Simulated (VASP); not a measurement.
Given:

```cif
data_C4Ti4
_chemical_formula_sum 'Ti4 C4'
_space_group_name_H-M_alt 'Fm-3m'
_space_group_IT_number 225
_space_group_name_Hall '-F 4 2 3'
_cell_length_a 4.35405
_cell_length_b 4.35405
_cell_length_c 4.35405
_cell_angle_alpha 90.000
_cell_angle_beta 90.000
_cell_angle_gamma 90.000
loop_
_atom_site_label
_atom_site_type_symbol
_atom_site_symmetry_multiplicity
_atom_site_Wyckoff_symbol
_atom_site_fract_x
_atom_site_fract_y
_atom_site_fract_z
_atom_site_occupancy
Ti1 Ti 4 a 0.00000 0.00000 0.00000 1
C1 C 4 b 0.50000 0.50000 0.50000 1
```
(The calculation used a cell of 2 atoms; values per cell refer to that cell.)

All values below come from revPBE GGA, VASP's PBE PAW potentials (set 64) (plane waves; VASP 6.6.1). Numerical set-up: 520 eV cut-off, 14×14×14 Γ-centred mesh, first-order Methfessel-Paxton smearing of 0.10 eV, potentials Ti_sv C.

Give the energy at these volumes per atom, relative to the lowest: 9.70, 10.01, 10.32, 10.63, 10.93 Å³.

31.1, 7.4, 0.0, 6.5, 25.0 meV/atom. A third-order Birch-Murnaghan fit gives B0 = 240 GPa and B0′ = 4.0.

Measured: a 4.330 Å (computed value off by +0.6 %), as given by Guo-Xu Zhang et al., New Journal of Physics (2018), doi:10.1088/1367-2630/aac7f0. The calculation is for a static lattice, while the measured a holds thermal and zero-point effects, which are part of the difference.

The compound is TiC in the rock salt structure. It was relaxed first.
